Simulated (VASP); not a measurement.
Here is the system:

```
SrCl2
1.0
    0.00000     3.51958     3.51958
    3.51958     0.00000     3.51958
    3.51958     3.51958     0.00000
Sr Cl
1 2
Direct
  0.00000   0.00000   0.00000
  0.25000   0.25000   0.25000
  0.75000   0.75000   0.75000
```

Calculation: PBE GGA, VASP's PBE PAW potentials (set 64) (plane waves; VASP 6.6.1). Settings: 480 eV cut-off, 6×6×6 Γ-centred mesh, Gaussian smearing of 0.050 eV, potentials Sr_sv Cl.

Energy and stress use the plane-wave basis of the starting cell.

Task: The ions, cell shape and volume at an external pressure of 5.0 GPa are relaxed. Which structure does the run end with?

Result: 
```
SrCl2
1.0
    0.00000     3.39102     3.39102
    3.39102     0.00000     3.39102
    3.39102     3.39102     0.00000
Sr Cl
1 2
Direct
  0.00000   0.00000   0.00000
  0.25000   0.25000   0.25000
  0.75000   0.75000   0.75000
```
Space group Fm-3m (225), at a tolerance of 0.03 Å.

Task: How do energy and volume change from the first to the last step?

Result: The energy (σ→0) changes by +44.2 meV/atom and the volume by -10.6 %, in 3 ionic steps.

The compound is SrCl2 in the fluorite structure. This run relaxes it under an external pressure of 5 GPa. Symmetry was kept, so distortions that lower it aren't found.
